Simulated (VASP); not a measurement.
Level of theory: LDA (Ceperley-Alder, Perdew-Zunger), VASP's LDA PAW potentials (set 64) (plane waves; VASP).

A VASP calculation is set up with these files.

INCAR:
```
SYSTEM = In
PREC = Accurate; ENCUT = 500; LREAL = .FALSE.
LASPH = .TRUE.
EDIFF = 1E-6; NELM = 100; ALGO = Normal
LMAXMIX = 4
ISMEAR = 1; SIGMA = 0.1
IBRION = 2; NSW = 40; ISIF = 3
EDIFFG = -0.02; PSTRESS = 100
LWAVE = .FALSE.; LCHARG = .FALSE.
```

**POSCAR**
```
In
1.0
 -1.5298274538   1.5298274538   2.4240924952
  1.5298274538  -1.5298274538   2.4240924952
  1.5298274538   1.5298274538  -2.4240924952
In
1
direct
  0.0000000000   0.0000000000   0.0000000000
```

**KPOINTS**
```
kpoints
0
gamma
  17 17 17
```

POTCAR, in this order: In_d (LDA.64 set). Program: vasp_std.

Energy and stress use the plane-wave basis of the starting cell. Unless said otherwise, spin-orbit coupling is left out, though it shifts the bands of the heavy elements here.

### Question
What does the run give for the energy per atom (σ→0), volume per atom, band gap (on the k-mesh)?

### Answer

```yaml
energy per atom (σ→0): -3.132 eV/atom
band gap (on the k-mesh): none (metal, semimetal or under 0.01 eV)
volume_per_atom: 21.43 Å³/atom
```

**OSZICAR**
```
...
DAV:   2    -0.317388705604E+01    0.27615E+00   -0.58806E-01  9146   0.194E+01    0.122E+00
DAV:   3    -0.313379348682E+01    0.40094E-01   -0.13882E-01 10950   0.925E+00    0.358E-01
DAV:   4    -0.313251877344E+01    0.12747E-02   -0.28810E-03  8946   0.718E-01    0.198E-01
DAV:   5    -0.313185917407E+01    0.65960E-03   -0.74559E-04  8718   0.197E-01    0.662E-02
DAV:   6    -0.313186180884E+01   -0.26348E-05   -0.11699E-04  9224   0.921E-02    0.152E-02
DAV:   7    -0.313185987583E+01    0.19330E-05   -0.36646E-06  9018   0.198E-02    0.213E-03
DAV:   8    -0.313185991354E+01   -0.37712E-07   -0.14222E-07  4490   0.668E-03
   3 F= -.17944157E+01 E0= -.17943481E+01  d E =-.205477E-01
```

The compound is In in the bct structure. This run relaxes it under an external pressure of 10 GPa. Symmetry was kept, so distortions that lower it aren't found.
